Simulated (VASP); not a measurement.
```yaml
crystal:
  lattice:
    - [0.00000, 2.67606, 2.67606]
    - [2.67606, 0.00000, 2.67606]
    - [2.67606, 2.67606, 0.00000]
  atoms:
    - { symbol: Ce, position: [0.00000, 0.00000, 0.00000] }
    - { symbol: O, position: [0.25000, 0.25000, 0.25000] }
    - { symbol: O, position: [0.75000, 0.75000, 0.75000] }
```

Level of theory: PBE GGA, VASP's PBE PAW potentials (set 64) (plane waves; VASP 6.6.1). Run with 520 eV cut-off, 7×7×7 Γ-centred mesh, Gaussian smearing of 0.050 eV, potentials Ce O.

Problem. Estimate the energy per atom (σ→0), pressure.

Solution. 
```yaml
energy per atom (σ→0): -8.712 eV/atom
pressure: 12.37 GPa
```

Only differences to runs with the same potentials and settings are physical.

The compound is CeO2 in the fluorite structure. This cell is one point of a volume scan, at 0.94 of the reference volume. The run is not spin-polarised, so no magnetic state was tried.
